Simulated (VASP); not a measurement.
VASP input:

POSCAR:
```
LuTe
1
    4.0051700000     0.0000000000     0.0000000000
   -2.0025850000     3.4685790000     0.0000000000
    0.0000000000     0.0000000000     3.9683000000
Lu Te
1 1
Direct
  0.0000000000   0.0000000000   0.5000000000
  0.6666670000   0.3333330000   0.0000000000
```

INCAR:
```
NSW = 60   # most ionic steps
SIGMA = 0.1
ENCUT = 400   # plane-wave cut-off (eV)
LMAXMIX = 6   # l cut-off of mixed one-centre charges
GGA = PS
IBRION = 2   # conjugate gradients
ISMEAR = 1   # Methfessel-Paxton
SYSTEM = LuTe
LWAVE = F
LREAL = F
NELM = 100
ALGO = Normal   # blocked Davidson
EDIFFG = -0.01
ISIF = 3   # ions, shape and volume
LASPH = T   # aspherical one-centre terms
EDIFF = 1E-6   # SCF stop (eV)
PREC = Accurate
LCHARG = F
```

KPOINTS:
```
Automatic mesh
0
Gamma
10 10 8
0 0 0
```

POTCAR, in this order: Lu_3 Te (PBE.64 set). Program: vasp_std.

Translate this PBEsol calculation to Ansatz.

One equivalent input (not run):
Ansatz 0.2 input:
```yaml
crystal:
  lattice:
    - [4.0051700, 0.0000000, 0.0000000]
    - [-2.0025850, 3.4685790, 0.0000000]
    - [0.0000000, 0.0000000, 3.9683000]
  atoms:
    - { symbol: Lu, position: [0.0000000, 0.0000000, 0.5000000] }
    - { symbol: Te, position: [0.6666670, 0.3333330, 0.0000000] }
kpoints:
  mp_grid: { grid: [10, 10, 8] }
hamiltonian:
  xc: pbesol
  pseudopotentials: { kind: paw }
scf:
  occupations: { method: methfessel_paxton, width: 0.1 }
  max_iter: 100
relax:
  max_steps: 60
  f_tol: 0.01
  cell: {}
output: { forces: true, stress: true, eigenvalues: true }
```
The two are equivalent in intent, not identical: each code has its own PAW files, so the cut-off isn't converted (ENCUT is set for VASP's; basis.ecutwfc is left out, and Ansatz then takes the one that its files recommend); Ansatz stops its SCF on the density residual and VASP on the energy change (EDIFF).

The structure comes from a computed database's LuTe entry (P-6m2); how it stands against other phases isn't given here. This run relaxes it. Symmetry was kept, so distortions that lower it aren't found.
